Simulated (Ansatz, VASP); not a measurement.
# Al2PH3O7 (Al2PH3O7 (C2/m)) in two plane-wave programs, part 2 of 3

One calculation is typed for both programs; each brings its own data sets. How far apart do they land? Of the first pair: The structure shown is the start of the Ansatz relaxation below; VASP solves that cell, so the two are compared at the walk's first step.

VASP 6.6.1 and Ansatz 0.2.0.

So far: The starting structure; Ansatz: relaxation, PBEsol.

**3. VASP: single point, PBEsol, start cell, pair 1**

Level of this step: PBEsol; plane waves and PAW (Al, H, P, O) (VASP).

The same cell, functional, mesh and smearing now go to VASP, with its own data sets.

Lines of VASP's logs that name or quote its potential files are left out, and so is its time.

INCAR reads:

```
SYSTEM = Al2PH3O7
PREC = Accurate
ENCUT = 520
EDIFF = 1E-06
NELM = 120
ISMEAR = -1
SIGMA = 0.01
LREAL = .FALSE.
ALGO = Normal
GGA = PS
NBANDS = 76
LORBIT = 11
LWAVE = .FALSE.
LCHARG = .FALSE.
ISIF = 2
LASPH = .TRUE.
GGA_COMPAT = .FALSE.
EFERMI = MIDGAP
KPAR = 4
```

POSCAR reads:

```
Al2PH3O7
1.0
    6.6366840000     -4.0641450000      0.0000000000
    6.6366840000      4.0641450000      0.0000000000
   -1.9550830000      0.0000000000      4.7760690000
Al H P O
4 6 2 14
Direct
    0.1990199661      0.8009800339      0.0000000000
    0.8009800339      0.1990199661      0.0000000000
    0.8105659579      0.8105659579      0.0190939453
    0.1894340421      0.1894340421      0.9809060547
    0.8740130331      0.8740130331      0.6024540265
    0.1259869669      0.1259869669      0.3975459735
    0.1415559492      0.6356500330      0.2986269671
    0.6356500330      0.1415559492      0.2986269671
    0.8584440508      0.3643499670      0.7013730329
    0.3643499670      0.8584440508      0.7013730329
    0.6475449858      0.6475449858      0.3716839099
    0.3524550142      0.3524550142      0.6283160901
    0.7422239768      0.7422239768      0.2666280575
    0.2577760232      0.2577760232      0.7333719425
    0.6961449890      0.6961449890      0.6966239391
    0.3038550110      0.3038550110      0.3033760609
    0.7352309309      0.4215629885      0.2833049523
    0.4215629885      0.7352309309      0.2833049523
    0.2647690691      0.5784370115      0.7166950477
    0.5784370115      0.2647690691      0.7166950477
    0.9152280095      0.9152280095      0.8043679855
    0.0847719905      0.0847719905      0.1956320145
    0.0721239818      0.7120770346      0.1522310503
    0.7120770346      0.0721239818      0.1522310503
    0.9278760182      0.2879229654      0.8477689497
    0.2879229654      0.9278760182      0.8477689497
```

KPOINTS reads:

```
Automatic mesh
0
Gamma
4 4 6
0 0 0
```

The projector-augmented-wave data sets are Al, H, P and O (PBE family, release 64).

Run with:

```sh
$ mpirun -np 4 vasp_std
```

Numbers of over 12 decimals in the logs are rounded to 6 here.

What it wrote:

```text
[banner, memory and clock lines left out]
running    4 mpi-ranks, on    1 nodes
 distrk:  each k-point on    1 cores,    4 groups
 distr:  one band on    1 cores,    1 groups

 POSCAR found type information on POSCAR AlH P O
 POSCAR found :  4 types and      26 ions
|                                                                             |
|               ----> ADVICE to this user running VASP <----                  |
|                                                                             |
|     You have a (more or less) 'large supercell' and for larger cells it     |
|     might be more efficient to use real-space projection operators.         |
|     Therefore, try LREAL= Auto in the INCAR file.                           |
|     Mind: For very accurate calculation, you might also keep the            |
|     reciprocal projection scheme (i.e. LREAL=.FALSE.).                      |
|                                                                             |

|                                                                             |
|               ----> ADVICE to this user running VASP <----                  |
|                                                                             |
|     You enforced a specific xc type in the INCAR file but a different       |
|     [... a line on the potential file left out ...]
|     I HOPE YOU KNOW WHAT YOU ARE DOING!                                     |
|                                                                             |

 LDA part: xc-table for (Slater+PW92), standard interpolation
 POSCAR, INCAR and KPOINTS ok, starting setup
 FFT: planning ... GRIDC
 FFT: planning ... GRID_SOFT
 FFT: planning ... GRID
 WAVECAR not read
 entering main loop
       N       E                     dE             d eps       ncg     rms          rms(c)
DAV:   1     0.650762182322E+03    0.65076E+03   -0.58516E+04  5168   0.137E+03
DAV:   2    -0.146084249693E+03   -0.79685E+03   -0.77160E+03  6312   0.314E+02
DAV:   3    -0.196922979234E+03   -0.50839E+02   -0.50551E+02  6296   0.837E+01
DAV:   4    -0.197600023392E+03   -0.67704E+00   -0.67512E+00  6304   0.104E+01
DAV:   5    -0.197612812065E+03   -0.12789E-01   -0.12778E-01  6280   0.136E+00    0.369E+01
DAV:   6    -0.178655774195E+03    0.18957E+02   -0.70337E+01  6112   0.301E+01    0.187E+01
DAV:   7    -0.178555891957E+03    0.99882E-01   -0.26311E+00  6152   0.571E+00    0.605E+00
DAV:   8    -0.178479498236E+03    0.76394E-01   -0.11579E-01  6280   0.166E+00    0.245E+00
DAV:   9    -0.178482623918E+03   -0.31257E-02   -0.55282E-02  6224   0.118E+00    0.349E-01
DAV:  10    -0.178486232227E+03   -0.36083E-02   -0.68555E-03  6280   0.358E-01    0.207E-01
DAV:  11    -0.178487107577E+03   -0.87535E-03   -0.73309E-04  6056   0.124E-01    0.103E-01
DAV:  12    -0.178487579185E+03   -0.47161E-03   -0.63523E-04  5776   0.103E-01    0.262E-02
DAV:  13    -0.178487608259E+03   -0.29074E-04   -0.50952E-05  6608   0.450E-02    0.197E-02
DAV:  14    -0.178487612546E+03   -0.42870E-05   -0.27701E-05  6080   0.213E-02    0.101E-02
DAV:  15    -0.178487614649E+03   -0.21030E-05   -0.91568E-06  6160   0.171E-02    0.458E-03
DAV:  16    -0.178487614900E+03   -0.25157E-06   -0.14324E-06  4240   0.665E-03
   1 F= -.17848761E+03 E0= -.17848761E+03  d E =0.000000E+00
```

Parts of OUTCAR (step 3):

```text
ion  position               nearest neighbor table
   1  0.199  0.801  0.000-  18 1.85  19 1.85  23 1.88  26 1.88  21 2.01  22 2.01   3 3.02   4 3.02
                             2 3.24
   2  0.801  0.199  0.000-  17 1.85  20 1.85  24 1.88  25 1.88  21 2.01  22 2.01   3 3.02   4 3.02
                             1 3.24
   3  0.811  0.811  0.019-  15 1.78  23 1.79  24 1.79  13 1.83  21 2.08   2 3.02   1 3.02
   4  0.189  0.189  0.981-  16 1.78  25 1.79  26 1.79  14 1.83  22 2.08   2 3.02   1 3.02
   5  0.874  0.874  0.602-  21 0.98
   6  0.126  0.126  0.398-  22 0.98
   7  0.142  0.636  0.299-  23 0.98
   8  0.636  0.142  0.299-  24 0.98
   9  0.858  0.364  0.701-  25 0.98
  10  0.364  0.858  0.701-  26 0.98
  11  0.648  0.648  0.372-  17 1.54  18 1.54  13 1.55  15 1.55
  12  0.352  0.352  0.628-  19 1.54  20 1.54  14 1.55  16 1.55
  13  0.742  0.742  0.267-  11 1.55   3 1.83
  14  0.258  0.258  0.733-  12 1.55   4 1.83
  15  0.696  0.696  0.697-  11 1.55   3 1.78
  16  0.304  0.304  0.303-  12 1.55   4 1.78
  17  0.735  0.422  0.283-  11 1.54   2 1.85
  18  0.422  0.735  0.283-  11 1.54   1 1.85
  19  0.265  0.578  0.717-  12 1.54   1 1.85
  20  0.578  0.265  0.717-  12 1.54   2 1.85
  21  0.915  0.915  0.804-   5 0.98   2 2.01   1 2.01   3 2.08
  22  0.085  0.085  0.196-   6 0.98   2 2.01   1 2.01   4 2.08
  23  0.072  0.712  0.152-   7 0.98   3 1.79   1 1.88
  24  0.712  0.072  0.152-   8 0.98   3 1.79   2 1.88
  25  0.928  0.288  0.848-   9 0.98   4 1.79   2 1.88
  26  0.288  0.928  0.848-  10 0.98   4 1.79   1 1.88

  LATTYP: Found a base centered monoclinic cell.
 ALAT       =    13.2733680000
 B/A-ratio  =     0.6123758491
 C/A-ratio  =     0.3888037228
 COS(beta)  =    -0.3788380998

 Subroutine GETGRP returns: Found  4 space group operations
 (whereof  4 operations were pure point group operations)

The static configuration has the point symmetry C_2h.

 Found     34 irreducible k-points:

   k-points           NKPTS =     34   k-points in BZ     NKDIM =     34   number of bands    NBANDS=     76

   dimension x,y,z NGX =    60 NGY =   60 NGZ =   40
   dimension x,y,z NGXF=   120 NGYF=  120 NGZF=   80

   ENCUT  =  520.0 eV  38.22 Ry    6.18 a.u.  14.47 14.47  9.60*2*pi/ulx,y,z

   NELECT =     112.0000    total number of electrons

 k-points in reciprocal lattice and weights: Automatic mesh
   0.00000000  0.00000000  0.00000000       0.010
   0.25000000  0.00000000  0.00000000       0.042
   0.50000000  0.00000000  0.00000000       0.021
   0.25000000  0.25000000  0.00000000       0.021
   0.50000000  0.25000000  0.00000000       0.042
  -0.25000000  0.25000000  0.00000000       0.021
   0.50000000  0.50000000  0.00000000       0.010
   0.00000000  0.00000000  0.16666667       0.021
   0.25000000  0.00000000  0.16666667       0.042
[...]
-0.25000000  0.25000000  0.50000000       0.021
   0.50000000  0.50000000  0.50000000       0.010

 average (electrostatic) potential at core
       1 -76.0794       2 -76.0794       3 -76.1930       4 -76.1930       5 -35.9418
       6 -35.9418       7 -35.8904       8 -35.8904       9 -35.8904      10 -35.8904
      11 -87.2464      12 -87.2464      13 -72.3252      14 -72.3252      15 -72.3784
      16 -72.3784      17 -72.0412      18 -72.0412      19 -72.0412      20 -72.0412
      21 -72.4762      22 -72.4762      23 -72.4243      24 -72.4243      25 -72.4243
      26 -72.4243

 E-fermi :   3.9218

 k-point     1 :       0.0000    0.0000    0.0000
  band No.  band energies     occupation
    ...
     52       0.8621      2.00000
     53       1.0320      2.00000
     54       1.1130      2.00000
     55       1.2560      2.00000
     56       1.3548      2.00000
     57       6.4856      0.00000
     58       9.4425      0.00000
     59       9.6206      0.00000
     60       9.6637      0.00000
     61       9.7519      0.00000
    ...

 k-point     2 :       0.2500    0.0000    0.0000
  band No.  band energies     occupation
    ...
     52       0.8989      2.00000
     53       1.0245      2.00000
     54       1.0565      2.00000
     55       1.1860      2.00000
     56       1.2475      2.00000
     57       6.8849      0.00000
     58       8.8628      0.00000
     59       9.6017      0.00000
     60       9.8070      0.00000
     61       9.8851      0.00000
    ...

 k-point     3 :       0.5000    0.0000    0.0000
  band No.  band energies     occupation
    ...
     52       0.9745      2.00000
     53       1.0028      2.00000
     54       1.0374      2.00000
     55       1.0513      2.00000
     56       1.1331      2.00000
     57       7.8000      0.00000
     58       7.8525      0.00000
     59       9.5610      0.00000
     60       9.7743      0.00000
     61      10.0202      0.00000
    ...

  Total       -5.0994238     -4.5036554     -3.8455994      0.0000000      0.0000000     -0.1110885
  in kB      -31.7110608    -28.0062404    -23.9140811      0.0000000      0.0000000     -0.6908100
  external PRESSURE =     -27.8771274 kB  Pullay stress =       0.0000000 kB

  energy-cutoff  :      520.00
  volume of cell :      257.64
      direct lattice vectors                 reciprocal lattice vectors
     6.636684000 -4.064145000  0.000000000     0.075338829 -0.123027107  0.030839936
     6.636684000  4.064145000  0.000000000     0.075338829  0.123027107  0.030839936
    -1.955083000  0.000000000  4.776069000     0.000000000  0.000000000  0.209377210

 POSITION                                       TOTAL-FORCE (eV/Angst)
 -----------------------------------------------------------------------------------
      6.63668      2.44645      0.00000        -0.000000      0.043871      0.000000
      6.63668     -2.44645      0.00000         0.000000     -0.043871      0.000000
     10.72161      0.00000      0.09119         0.063433      0.000000     -0.081620
      0.59668      0.00000      4.68487        -0.063433      0.000000      0.081620
     10.42325      0.00000      2.87736        -0.159550      0.000000     -0.415327
      0.89504      0.00000      1.89871         0.159550      0.000000      0.415327
      4.57423      2.00807      1.42626        -0.037489     -0.167478      0.242368
      4.57423     -2.00807      1.42626        -0.037489      0.167478      0.242368
      6.74405     -2.00807      3.34981         0.037489      0.167478     -0.242368
      6.74405      2.00807      3.34981         0.037489     -0.167478     -0.242368
      7.86843      0.00000      1.77519        -0.129987      0.000000     -0.142352
      3.44986      0.00000      3.00088         0.129987      0.000000      0.142352
      9.33053      0.00000      1.27343         0.164295      0.000000     -0.016272
      1.98775      0.00000      3.50264        -0.164295      0.000000      0.016272
      7.87823      0.00000      3.32712         0.063232      0.000000      0.171246
      3.44005      0.00000      1.44894        -0.063232      0.000000     -0.171246
      7.12339     -1.27479      1.35308         0.028151     -0.013361     -0.027900
      7.12339      1.27479      1.35308         0.028151      0.013361     -0.027900
      4.19489      1.27479      3.42298        -0.028151      0.013361      0.027900
      4.19489     -1.27479      3.42298        -0.028151     -0.013361      0.027900
     10.57555      0.00000      3.84172         0.009903      0.000000      0.440826
      0.74273      0.00000      0.93435        -0.009903      0.000000     -0.440826
      4.90687      2.60086      0.72707         0.092942      0.123988     -0.181475
      4.90687     -2.60086      0.72707         0.092942     -0.123988     -0.181475
      6.41142     -2.60086      4.04900        -0.092942     -0.123988      0.181475
      6.41142      2.60086      4.04900        -0.092942      0.123988      0.181475
 -----------------------------------------------------------------------------------
    total drift:                               -0.000000      0.000000      0.000000

  FREE ENERGIE OF THE ION-ELECTRON SYSTEM (eV)
  ---------------------------------------------------
  free  energy   TOTEN  =      -178.4876149002 eV

  energy  without entropy=     -178.4876149002  energy(sigma->0) =     -178.48761490

 total charge
# of ion       s       p       d       tot
------------------------------------------
    1        0.290   0.374   0.000   0.665
    2        0.290   0.374   0.000   0.665
    3        0.315   0.410   0.000   0.725
    4        0.315   0.410   0.000   0.725
    5        0.596   0.127   0.000   0.723
    6        0.596   0.127   0.000   0.723
    7        0.590   0.125   0.000   0.715
    8        0.590   0.125   0.000   0.715
    9        0.590   0.125   0.000   0.715
   10        0.590   0.125   0.000   0.715
   11        0.897   1.498   0.000   2.395
   12        0.897   1.498   0.000   2.395
   13        1.547   3.645   0.000   5.192
   14        1.547   3.645   0.000   5.192
   15        1.548   3.653   0.000   5.200
   16        1.548   3.653   0.000   5.200
   17        1.551   3.635   0.000   5.186
   18        1.551   3.635   0.000   5.186
   19        1.551   3.635   0.000   5.186
   20        1.551   3.635   0.000   5.186
   21        1.545   3.642   0.000   5.187
   22        1.545   3.642   0.000   5.187
   23        1.541   3.676   0.000   5.217
   24        1.541   3.676   0.000   5.217
   25        1.541   3.676   0.000   5.217
   26        1.541   3.676   0.000   5.217
--------------------------------------------------
tot         28.202  56.444   0.000  84.647

[... 3 further parts left out ...]
```

The run ends at a pressure of -2.79 GPa, with forces up to 0.44 eV/Å.

**4. Comparison**

Known differences besides the potentials themselves: the cutoff is 420 eV in Ansatz and 520 eV in VASP; Ansatz makes its cores anew for this functional, VASP keeps those of its PBE data sets. Total energies have different zeros and are not compared.

Forces on 7 of the 26 atoms, those with the largest forces and the largest differences (eV/Å; atoms numbered as in POSCAR):

```
atom         Ansatz x, y, z           VASP x, y, z
  H5  -0.148, 0.000, -0.303  -0.160, 0.000, -0.415
  H6    0.148, 0.000, 0.303    0.160, 0.000, 0.415
  H8   -0.007, 0.102, 0.172   -0.037, 0.167, 0.242
  H9   0.007, 0.102, -0.172   0.037, 0.167, -0.242
 H10  0.007, -0.102, -0.172  0.037, -0.167, -0.242
 O21    0.000, 0.000, 0.348    0.010, 0.000, 0.441
 O22   0.000, 0.000, -0.348  -0.010, 0.000, -0.441
```

The forces differ by 38 meV/Å r.m.s., which is 26.9 % of the r.m.s. force of 0.143 eV/Å (both taken over all components).

**5. Ansatz: relaxation, PBEsol**

This run makes the geometry at which the two programs are then compared. The cell compared in this pair holds 247.17 Å³, against 257.64 Å³ for the pair before.

The structure compared here is the end of the Ansatz relaxation.

input.yaml reads:

```yaml
crystal:
  lattice:
    - [6.636684, -4.064145, 0.0]
    - [6.636684, 4.064145, 0.0]
    - [-1.955083, 0.0, 4.776069]
  atoms:
    - { symbol: Al, position: [0.19902, 0.80098, 0.0] }
    - { symbol: Al, position: [0.80098, 0.19902, 0.0] }
    - { symbol: Al, position: [0.810566, 0.810566, 0.019094] }
    - { symbol: Al, position: [0.189434, 0.189434, 0.980906] }
    - { symbol: H, position: [0.874013, 0.874013, 0.602454] }
    - { symbol: H, position: [0.125987, 0.125987, 0.397546] }
    - { symbol: H, position: [0.141556, 0.63565, 0.298627] }
    - { symbol: H, position: [0.63565, 0.141556, 0.298627] }
    - { symbol: H, position: [0.858444, 0.36435, 0.701373] }
    - { symbol: H, position: [0.36435, 0.858444, 0.701373] }
    - { symbol: P, position: [0.647545, 0.647545, 0.371684] }
    - { symbol: P, position: [0.352455, 0.352455, 0.628316] }
    - { symbol: O, position: [0.742224, 0.742224, 0.266628] }
    - { symbol: O, position: [0.257776, 0.257776, 0.733372] }
    - { symbol: O, position: [0.696145, 0.696145, 0.696624] }
    - { symbol: O, position: [0.303855, 0.303855, 0.303376] }
    - { symbol: O, position: [0.735231, 0.421563, 0.283305] }
    - { symbol: O, position: [0.421563, 0.735231, 0.283305] }
    - { symbol: O, position: [0.264769, 0.578437, 0.716695] }
    - { symbol: O, position: [0.578437, 0.264769, 0.716695] }
    - { symbol: O, position: [0.915228, 0.915228, 0.804368] }
    - { symbol: O, position: [0.084772, 0.084772, 0.195632] }
    - { symbol: O, position: [0.072124, 0.712077, 0.152231] }
    - { symbol: O, position: [0.712077, 0.072124, 0.152231] }
    - { symbol: O, position: [0.927876, 0.287923, 0.847769] }
    - { symbol: O, position: [0.287923, 0.927876, 0.847769] }
basis:
  ecutwfc: 420
  xc_grid: 2
hamiltonian:
  xc: pbesol
kpoints:
  mp_grid: { grid: [4, 4, 6] }
scf:
  occupations: { method: fermi_dirac, width: 0.01 }
  max_iter: 150
output:
  forces: true
  stress: true
relax:
  f_tol: 0.01
  max_steps: 60
  cell: {}
checkpoint:
  write: "../pbesol.run"
  compress: false
  write_wavefunctions: false
  write_every: 100000
```

Run with:

```sh
$ ansatz run input.yaml --threads 1 --pin off --max-ram 2355MiB --backend cpu --events-out ev --progress --plain --runs-dir out
```

What it wrote:

```text
[...]
Crystal: 26 atoms, lattice volume = 257.645 Å³
Basis set: ecut = 420 eV, 5011 PW (Γ), exchange–correlation on 108×108×72 points (8 copies of the dense FFT grid, shifted against one another)
Bands: 82, of which v1, the nominal top of the filled ones, is band 56 counted from 1 (55 counted from 0)
Symmetry: 4 space group operations
[...]
k-points: 34 of 96
[...]
- { symbol: O, position: [0.259744, 0.576636, 0.710197] }
    - { symbol: O, position: [0.576636, 0.259744, 0.710197] }
    - { symbol: O, position: [0.912412, 0.912412, 0.807101] }
    - { symbol: O, position: [0.087588, 0.087588, 0.192899] }
    - { symbol: O, position: [0.079491, 0.714845, 0.170856] }
    - { symbol: O, position: [0.714845, 0.079491, 0.170856] }
    - { symbol: O, position: [0.920509, 0.285155, 0.829144] }
    - { symbol: O, position: [0.285155, 0.920509, 0.829144] }
[key lines of the parts left out:]
SCF converged after 5 iterations
Free energy (F): -11546.237517 eV
Fermi energy:    5.861949 eV
P = ⅓ Tr σ = -0.0190 GPa (-0.190 kbar)
```

(Continued in part 3 of 3.)

[Lines on the potential files, build, host, timing and source positions are cut from VASP's logs without a mark.]

[Logs are printed without paths, hosts, clocks, repeated set-up lines and the standing remarks that a program may print on its own settings, such as how far it seeks lower states.]

[Hosts, paths, dates, database ids (printed as entryN), source tags and the programs' standing remarks are cut or masked in the printed files.]
